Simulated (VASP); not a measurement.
Here is the system:

```xyz
4
Lattice="2.1644 -3.7489 0.0000 2.1644 3.7489 0.0000 0.0000 0.0000 7.0546" Properties=species:S:1:pos:R:3 pbc="T T T"
Cd     2.1644    -1.2496     3.5273
Cd     2.1644     1.2496     0.0000
Se     2.1644    -1.2496     6.1798
Se     2.1644     1.2496     2.6525
```

Computed with AM05 GGA, VASP's PBE PAW potentials (set 64) (plane waves; VASP 6.6.1). Numerical set-up: 520 eV cut-off, Gaussian smearing of 0.050 eV, potentials Cd Se.

Q: Give the energies of bands 13 to 21 at the high-symmetry points, in eV from the valence-band maximum.

A: 
| band | Γ | M | K | A | L | H |
|---|---|---|---|---|---|---|
| 13 | -4.30 | -4.15 | -3.76 | -2.63 | -4.15 | -4.06 |
| 14 | -0.75 | -3.60 | -3.76 | -2.63 | -4.15 | -4.06 |
| 15 | -0.75 | -2.60 | -2.97 | -0.39 | -1.33 | -2.37 |
| 16 | -0.04 | -1.81 | -1.83 | -0.39 | -1.33 | -2.37 |
| 17 | 0.00 | -1.29 | -1.83 | -0.39 | -1.32 | -1.09 |
| 18 | 0.00 | -0.74 | -1.64 | -0.39 | -1.32 | -1.09 |
| 19 | 0.61 | 3.16 | 4.30 | 2.32 | 2.92 | 3.70 |
| 20 | 2.15 | 3.32 | 4.68 | 2.32 | 2.92 | 3.70 |
| 21 | 5.82 | 4.80 | 4.68 | 5.83 | 4.83 | 5.85 |

The gap is direct, 0.61 eV, from the valence maximum at Γ to the conduction minimum at Γ.

Measured: gap 1.73 eV (computed value off by -1.12 eV), as given by Abedi et al., (2022), arXiv:2211.14644.

The compound is CdSe in the wurtzite structure. It was relaxed first.
